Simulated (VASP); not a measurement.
# Y: surface energy and work function by face

Which face of Y is cheapest, and which holds its electrons hardest?

Program: VASP 6.6.1. Level of theory: PBE; plane waves and PAW (Y_sv). Results are calculated unless marked as measured.

## Step 1: Set-up

The structure is hexagonal, space group P6_3/mmc (No. 194). Conventional cell: a = 3.650 Å, b = 3.650 Å, c = 5.734 Å, α = 90.00°, β = 90.00°, γ = 120.00°. Nearest to Y lie 12 Y at 3.56 to 3.65 Å.

As a file:

```xyz
2
Lattice="3.6500 0.0000 0.0000 -1.8250 3.1610 0.0000 0.0000 0.0000 5.7341" Properties=species:S:1:pos:R:3 pbc="T T T"
Y     0.0000    0.0000    0.0000
Y     0.0000    2.1073    2.8671
```

## Step 2: The bulk reference, job relaxation, k-mesh 12×12×7

The bulk crystal is relaxed first, so that the slabs are cut at this functional's lattice.

INCAR reads:

```
SYSTEM = Y
PREC = Accurate
ENCUT = 420
EDIFF = 1E-06
NELM = 120
ISMEAR = 1
SIGMA = 0.15
LREAL = .FALSE.
ALGO = Normal
GGA = PE
NBANDS = 17
LASPH = .TRUE.
LORBIT = 11
LWAVE = .FALSE.
LCHARG = .FALSE.
KPAR = 4
IBRION = 2
NSW = 30
ISIF = 3
EDIFFG = -0.01
POTIM = 0.4
```

POSCAR reads:

```
Y
1.0
    3.6500000000      0.0000000000      0.0000000000
   -1.8250000000      3.1609927238      0.0000000000
    0.0000000000      0.0000000000      5.7341500000
Y
2
Direct
    0.0000000000      0.0000000000      0.0000000000
    0.3333333333      0.6666666667      0.5000000000
```

KPOINTS reads:

```
Automatic mesh
0
Gamma
12 12 7
0 0 0
```

PAW data sets: Y_sv (PBE family, release 64).

The run is started by

```console
> mpirun -np 4 vasp_std
```

The program printed:

```text
[banner, memory and clock lines left out]
running    4 mpi-ranks, on    1 nodes
 distrk:  each k-point on    1 cores,    4 groups
 distr:  one band on    1 cores,    1 groups

 POSCAR found type information on POSCAR Y
 POSCAR found :  1 types and       2 ions
 LDA part: xc-table for (Slater+PW92), standard interpolation
 POSCAR, INCAR and KPOINTS ok, starting setup
 FFT: planning ... GRIDC
 FFT: planning ... GRID_SOFT
 FFT: planning ... GRID
 WAVECAR not read
 entering main loop
       N       E                     dE             d eps       ncg     rms          rms(c)
DAV:   1     0.729684027462E+02    0.72968E+02   -0.10322E+04  2584   0.106E+03
DAV:   2    -0.786698842485E+01   -0.80835E+02   -0.79753E+02  3264   0.235E+02
DAV:   3    -0.131514597295E+02   -0.52845E+01   -0.52474E+01  4523   0.371E+01
DAV:   4    -0.132626918350E+02   -0.11123E+00   -0.11116E+00  3069   0.570E+00
DAV:   5    -0.132666405699E+02   -0.39487E-02   -0.39482E-02  3909   0.747E-01    0.329E+01
DAV:   6    -0.129310681973E+02    0.33557E+00   -0.43595E-01  2847   0.421E+00    0.204E+01
DAV:   7    -0.128740831901E+02    0.56985E-01   -0.86065E-01  3400   0.546E+00    0.178E+00
DAV:   8    -0.128630756473E+02    0.11008E-01   -0.16730E-01  3242   0.241E+00    0.117E+00
DAV:   9    -0.128620877051E+02    0.98794E-03   -0.40263E-03  3786   0.407E-01    0.405E-01
DAV:  10    -0.128622298982E+02   -0.14219E-03   -0.16943E-03  2861   0.381E-01    0.308E-01
DAV:  11    -0.128621779311E+02    0.51967E-04   -0.10837E-04  3775   0.910E-02    0.569E-02
DAV:  12    -0.128621718397E+02    0.60914E-05   -0.27750E-05  2995   0.466E-02    0.151E-02
DAV:  13    -0.128621736039E+02   -0.17642E-05   -0.42304E-06  3284   0.182E-02    0.239E-03
DAV:  14    -0.128621737587E+02   -0.15483E-06   -0.10639E-07  1730   0.274E-03
   1 F= -.12862174E+02 E0= -.12861099E+02  d E =-.128622E+02
 curvature:   0.00 expect dE= 0.000E+00 dE for cont linesearch  0.000E+00
 trial: gam= 0.00000 g(F)=  0.543E-48 g(S)=  0.211E-02 ort = 0.000E+00 (trialstep = 0.100E+01)
 search vector abs. value=  0.211E-02
 bond charge predicted
       N       E                     dE             d eps       ncg     rms          rms(c)
DAV:   1    -0.128757552020E+02   -0.13582E-01   -0.33683E-01  3086   0.394E+00    0.741E-01
DAV:   2    -0.128659150122E+02    0.98402E-02   -0.30112E-02  3204   0.110E+00    0.386E-01
DAV:   3    -0.128627604688E+02    0.31545E-02   -0.23797E-02  4211   0.806E-01    0.267E-01
DAV:   4    -0.128630343837E+02   -0.27391E-03   -0.15884E-03  3225   0.219E-01    0.146E-01
DAV:   5    -0.128634075745E+02   -0.37319E-03   -0.24465E-04  3687   0.863E-02    0.409E-02
DAV:   6    -0.128634941172E+02   -0.86543E-04   -0.17048E-04  4110   0.495E-02    0.185E-02
DAV:   7    -0.128635069548E+02   -0.12838E-04   -0.18975E-05  4182   0.220E-02    0.264E-03
DAV:   8    -0.128635068836E+02    0.71202E-07   -0.70783E-07  1796   0.548E-03
   2 F= -.12863507E+02 E0= -.12862352E+02  d E =-.133312E-02
[...]
3 F= -.12863601E+02 E0= -.12862419E+02  d E =-.142674E-02
[...]
4 F= -.12863603E+02 E0= -.12862416E+02  d E =-.142910E-02
[...]
5 F= -.12863794E+02 E0= -.12862611E+02  d E =-.191246E-03
 trial-energy change:   -0.000191  1 .order   -0.000213   -0.000280   -0.000146
 step:   2.2371(harm=  2.2371)  dis= 0.00000  next Energy=   -12.863895 (dE=-0.293E-03)
 bond charge predicted
       N       E                     dE             d eps       ncg     rms          rms(c)
DAV:   1    -0.128650732444E+02   -0.12791E-02   -0.51550E-02  2722   0.162E+00    0.223E-01
DAV:   2    -0.128641098806E+02    0.96336E-03   -0.26727E-03  3019   0.339E-01    0.115E-01
DAV:   3    -0.128637719076E+02    0.33797E-03   -0.19969E-03  3865   0.250E-01    0.750E-02
DAV:   4    -0.128637848439E+02   -0.12936E-04   -0.94567E-05  3157   0.616E-02    0.468E-02
DAV:   5    -0.128638010346E+02   -0.16191E-04   -0.40961E-05  3745   0.338E-02    0.159E-02
DAV:   6    -0.128638011033E+02   -0.68698E-07   -0.24411E-06  2190   0.116E-02
   6 F= -.12863801E+02 E0= -.12862620E+02  d E =-.198247E-03
 curvature:  -1.26 expect dE=-0.727E-05 dE for cont linesearch -0.689E-05
 trial: gam= 0.00000 g(F)=  0.903E-48 g(S)=  0.578E-05 ort =-0.401E-04 (trialstep = 0.130E+01)
 search vector abs. value=  0.578E-05
 reached required accuracy - stopping structural energy minimisation
```

The job ended after 29 s (4 MPI ranks of Intel Xeon 6975P-C (Granite Rapids), shared host; peak memory 0.78 GiB; 1.8 min of CPU time).

Lines that name or quote the potential files are left out of all logs, and their timing lines are given in words.

OUTCAR, selected parts (step 2):

```text
ion  position               nearest neighbor table
   1  0.000  0.000  0.000-   2 3.56   2 3.56   2 3.56   2 3.56   2 3.56   2 3.56
   2  0.333  0.667  0.500-   1 3.56   1 3.56   1 3.56   1 3.56   1 3.56   1 3.56

  LATTYP: Found a hexagonal cell.
 ALAT       =     3.6500000000
 C/A-ratio  =     1.5710000000

 Subroutine GETGRP returns: Found 24 space group operations
 (whereof 12 operations were pure point group operations)

The static configuration has the point symmetry D_3h.
 The point group associated with its full space group is D_6h.

 Found     76 irreducible k-points:

   k-points           NKPTS =     76   k-points in BZ     NKDIM =     76   number of bands    NBANDS=     17

   dimension x,y,z NGX =    24 NGY =   24 NGZ =   40
   dimension x,y,z NGXF=    48 NGYF=   48 NGZF=   80

   ENCUT  =  420.0 eV  30.87 Ry    5.56 a.u.   6.10  6.10  9.58*2*pi/ulx,y,z

   NELECT =      22.0000    total number of electrons

 k-points in reciprocal lattice and weights: Automatic mesh
   0.00000000  0.00000000  0.00000000       0.001
   0.08333333  0.00000000  0.00000000       0.006
   0.16666667  0.00000000  0.00000000       0.006
   0.25000000  0.00000000  0.00000000       0.006
   0.33333333 -0.00000000  0.00000000       0.006
   0.41666667  0.00000000  0.00000000       0.006
   0.50000000  0.00000000  0.00000000       0.003
   0.08333333  0.08333333  0.00000000       0.006
   0.16666667  0.08333333  0.00000000       0.012
[...]
0.33333333  0.25000000  0.42857143       0.024
   0.33333333  0.33333333  0.42857143       0.004

 average (electrostatic) potential at core
       1 -37.7479       2 -37.7479

 E-fermi :   3.0003

 k-point     1 :       0.0000    0.0000    0.0000
  band No.  band energies     occupation
    ...
      6     -19.4062      2.00000
      7     -19.4062      2.00000
      8     -19.3640      2.00000
      9      -1.6867      2.00000
     10       1.1594      2.00000
     11       3.9648     -0.00000
     12       4.7296     -0.00000
     13       4.7296     -0.00000
     14       5.1310     -0.00000
     15       5.3566     -0.00000
    ...

 k-point     2 :       0.0833    0.0000    0.0000
  band No.  band energies     occupation
    ...
      6     -19.4316      2.00000
      7     -19.4091      2.00000
      8     -19.3701      2.00000
      9      -1.5402      2.00000
     10       1.2951      2.00000
     11       3.8066     -0.00000
     12       4.3827     -0.00000
     13       4.8653     -0.00000
     14       5.1936     -0.00000
     15       5.3877     -0.00000
    ...

 k-point     3 :       0.1667    0.0000    0.0000
  band No.  band energies     occupation
    ...
      6     -19.4992      2.00000
      7     -19.4177      2.00000
      8     -19.3886      2.00000
      9      -1.1201      2.00000
     10       1.6567      2.00000
     11       3.4159     -0.00064
     12       3.8350     -0.00000
     13       4.8378     -0.00000
     14       5.1979     -0.00000
     15       5.2653     -0.00000
    ...

  Total       -0.0086726     -0.0086726      0.0122127      0.0000000      0.0000000      0.0000000
  in kB       -0.2115796     -0.2115796      0.2979428      0.0000000      0.0000000      0.0000000
  external PRESSURE =      -0.0417388 kB  Pullay stress =       0.0000000 kB

  energy-cutoff  :      420.00
  volume of cell :       65.67
      direct lattice vectors                 reciprocal lattice vectors
     3.657062661  0.000000000  0.000000000     0.273443496  0.157872676  0.000000000
    -1.828531331  3.167109168  0.000000000    -0.000000000  0.315745352  0.000000000
    -0.000000000 -0.000000000  5.670121809    -0.000000000 -0.000000000  0.176363054

 POSITION                                       TOTAL-FORCE (eV/Angst)
 -----------------------------------------------------------------------------------
     -1.82853      3.16711      0.00000         0.000000     -0.000000      0.000000
     -0.00000      2.11141      2.83506        -0.000000      0.000000      0.000000
 -----------------------------------------------------------------------------------
    total drift:                                0.000000     -0.000000     -0.000000

  FREE ENERGIE OF THE ION-ELECTRON SYSTEM (eV)
  ---------------------------------------------------
  free  energy   TOTEN  =       -12.8638011033 eV

  energy  without entropy=      -12.8602588987  energy(sigma->0) =      -12.86262037

 reached required accuracy - stopping structural energy minimisation

 total charge
# of ion       s       p       d       f       tot
--------------------------------------------------
    1        2.279   6.226   0.915   0.006   9.427
    2        2.279   6.226   0.915   0.006   9.427
--------------------------------------------------
tot          4.559  12.452   1.830   0.013  18.853

[... 3 further parts left out ...]
```

The run keeps the 24 symmetry operations of its start, so it cannot find a distortion of lower symmetry.

Step by step:

```tsv
step	energy less that of the first step (eV)	largest force (eV/Å)	pressure (GPa)	volume (Å³)
1	0.0000	0.0000	-0.34	66.16
2	-0.0013	0.0000	0.00	65.62
3	-0.0014	0.0000	0.09	65.47
4	-0.0014	0.0000	0.11	65.44
5	-0.0016	0.0000	0.07	65.55
6	-0.0016	0.0000	0.00	65.67
```

```tsv
conventional cell, symmetrised	before	after	change
a (Å)	3.650	3.657	+0.2 %
b (Å)	3.650	3.657	+0.2 %
c (Å)	5.734	5.670	-1.1 %
volume (Å³/atom)	33.08	32.84	-0.7 %
```

Final coordinates:

```
Y
1.0
     3.65706    0.00000    0.00000
    -1.82853    3.16711    0.00000
     0.00000    0.00000    5.67012
Y
2
Direct
  0.00000 0.00000 0.00000
  0.33333 0.66667 0.50000
```

Numbers from this step:

| Quantity | Value |
| --- | --- |
| electronic cycles | 48 |
| electrons | 22 |
| free energy (TOTEN) | -12.86 eV |
| energy at zero smearing | -12.86 eV |
| Fermi energy | 3.000 eV |
| metallic | yes |

The run ended after 6 ionic steps, 0.002 eV below its first step, once forces and stress met EDIFFG = -0.01.

Energy at zero smearing: -12.86262 eV.

## Step 3: The bulk reference, job self-consistent run, k-mesh 15×15×8

INCAR reads:

```
SYSTEM = Y
PREC = Normal
ENCUT = 320
EDIFF = 1E-06
NELM = 120
ISMEAR = 1
SIGMA = 0.15
LREAL = .FALSE.
ALGO = Fast
GGA = PE
NBANDS = 17
LASPH = .TRUE.
LORBIT = 11
LWAVE = .FALSE.
LCHARG = .FALSE.
KPAR = 4
```

POSCAR reads:

```
Y
1.0
    3.6570626610      0.0000000000      0.0000000000
   -1.8285313305      3.1671091677      0.0000000000
    0.0000000000      0.0000000000      5.6701218086
Y
2
Direct
    0.0000000000      0.0000000000      0.0000000000
    0.3333333333      0.6666666667      0.5000000000
```

KPOINTS reads:

```
Automatic mesh
0
Gamma
15 15 8
0 0 0
```

The run is started by

```console
> mpirun -np 4 vasp_std
```

The program printed:

```text
[... set-up lines as in an earlier step ...]
 entering main loop
       N       E                     dE             d eps       ncg     rms          rms(c)
DAV:   1     0.620515446681E+02    0.62052E+02   -0.88766E+03  4630   0.870E+02
DAV:   2    -0.843049056419E+01   -0.70482E+02   -0.69438E+02  5925   0.206E+02
DAV:   3    -0.131577139128E+02   -0.47272E+01   -0.47000E+01  7817   0.336E+01
DAV:   4    -0.132591658151E+02   -0.10145E+00   -0.10140E+00  5724   0.526E+00
DAV:   5    -0.132616744410E+02   -0.25086E-02   -0.25084E-02  6795   0.638E-01    0.328E+01
RMM:   6    -0.129294217923E+02    0.33225E+00   -0.39493E-01  4909   0.372E+00    0.206E+01
RMM:   7    -0.128812474517E+02    0.48174E-01   -0.10472E+00  6184   0.591E+00    0.178E+00
RMM:   8    -0.128621445231E+02    0.19103E-01   -0.13192E-01  5314   0.229E+00    0.763E-01
RMM:   9    -0.128640916234E+02   -0.19471E-02   -0.24137E-02  7140   0.720E-01    0.495E-01
RMM:  10    -0.128666235453E+02   -0.25319E-02   -0.10482E-02  8226   0.383E-01    0.183E+00
RMM:  11    -0.128642062885E+02    0.24173E-02   -0.36033E-03  6622   0.495E-01    0.113E-01
RMM:  12    -0.128643256253E+02   -0.11934E-03   -0.65956E-04  7698   0.157E-01    0.249E-01
RMM:  13    -0.128643245334E+02    0.10919E-05   -0.26359E-04  8241   0.720E-02    0.120E-01
RMM:  14    -0.128643255538E+02   -0.10204E-05   -0.12084E-04  7932   0.610E-02    0.293E-02
RMM:  15    -0.128643319902E+02   -0.64364E-05   -0.59539E-05  7643   0.281E-02    0.937E-03
RMM:  16    -0.128643349110E+02   -0.29208E-05   -0.29107E-05  6224   0.163E-02    0.675E-03
RMM:  17    -0.128643362932E+02   -0.13822E-05   -0.13674E-05  5699   0.131E-02    0.154E-03
RMM:  18    -0.128643372014E+02   -0.90820E-06   -0.85145E-06  4674   0.851E-03
   1 F= -.12864337E+02 E0= -.12864821E+02  d E =0.145283E-02
```

Wall time 8.6 s (4 MPI ranks); peak memory 0.68 GiB; 30 s of CPU time.

OUTCAR, selected parts (step 3):

```text
  LATTYP: Found a hexagonal cell.
 ALAT       =     3.6570626610
 C/A-ratio  =     1.5504579315

 Found    135 irreducible k-points:

   k-points           NKPTS =    135   k-points in BZ     NKDIM =    135   number of bands    NBANDS=     17

   dimension x,y,z NGX =    16 NGY =   16 NGZ =   28
   dimension x,y,z NGXF=    32 NGYF=   32 NGZF=   56

   ENCUT  =  320.0 eV  23.52 Ry    4.85 a.u.   5.33  5.33  8.27*2*pi/ulx,y,z

   NELECT =      22.0000    total number of electrons

 E-fermi :   2.9974

 k-point     1 :       0.0000    0.0000    0.0000
  band No.  band energies     occupation
    ...
      6     -19.4022      2.00000
      7     -19.4022      2.00000
      8     -19.3598      2.00000
      9      -1.6841      2.00000
     10       1.1609      2.00000
     11       3.9672     -0.00000
     12       4.7315     -0.00000
     13       4.7315     -0.00000
     14       5.1333     -0.00000
     15       5.3593     -0.00000
    ...

 k-point     2 :       0.0667    0.0000    0.0000
  band No.  band energies     occupation
    ...
      6     -19.4186      2.00000
      7     -19.4041      2.00000
      8     -19.3637      2.00000
      9      -1.5900      2.00000
     10       1.2490      2.00000
     11       3.8641     -0.00000
     12       4.4846     -0.00000
     13       4.8188     -0.00000
     14       5.2483     -0.00000
     15       5.3237     -0.00000
    ...

  Total       -0.0813663     -0.0813663     -0.0928476      0.0000000      0.0000000      0.0000000
  in kB       -1.9850315     -1.9850315     -2.2651328      0.0000000      0.0000000      0.0000000
  external PRESSURE =      -2.0783986 kB  Pullay stress =       0.0000000 kB

  energy-cutoff  :      320.00
  volume of cell :       65.67
      direct lattice vectors                 reciprocal lattice vectors
     3.657062661  0.000000000  0.000000000     0.273443496  0.157872676  0.000000000
    -1.828531330  3.167109168  0.000000000     0.000000000  0.315745352  0.000000000
     0.000000000  0.000000000  5.670121809     0.000000000  0.000000000  0.176363054

 POSITION                                       TOTAL-FORCE (eV/Angst)
 -----------------------------------------------------------------------------------
      0.00000      0.00000      0.00000        -0.000000      0.000000      0.000000
     -0.00000      2.11141      2.83506         0.000000     -0.000000      0.000000
 -----------------------------------------------------------------------------------
    total drift:                                0.000000     -0.000000     -0.000000

  FREE ENERGIE OF THE ION-ELECTRON SYSTEM (eV)
  ---------------------------------------------------
  free  energy   TOTEN  =       -12.8643372014 eV

  energy  without entropy=      -12.8657900339  energy(sigma->0) =      -12.86482148

 total charge
# of ion       s       p       d       f       tot
--------------------------------------------------
    1        2.279   6.221   0.919   0.006   9.425
    2        2.279   6.221   0.919   0.006   9.425
--------------------------------------------------
tot          4.558  12.441   1.838   0.013  18.850

[... 2 parts as in an earlier step ...]

[... 7 further parts left out ...]
```

Numbers from this step:

| Property | Result |
| --- | --- |
| electronic cycles | 18 |
| Fermi energy | 2.997 eV |

Energy at zero smearing: -12.86482 eV.

The run ends at a pressure of -0.21 GPa.

(Continued in part 2 of 5.)

[Lines on the potential files, build, host, timing and source positions are cut from VASP's logs without a mark.]

[Logs are printed without paths, hosts, clocks, repeated set-up lines and the standing remarks that a program may print on its own settings, such as how far it seeks lower states.]

[Hosts, paths, dates, database ids (printed as entryN), source tags and the programs' standing remarks are cut or masked in the printed files.]

[Runs that stopped without an error message from VASP are left out.]
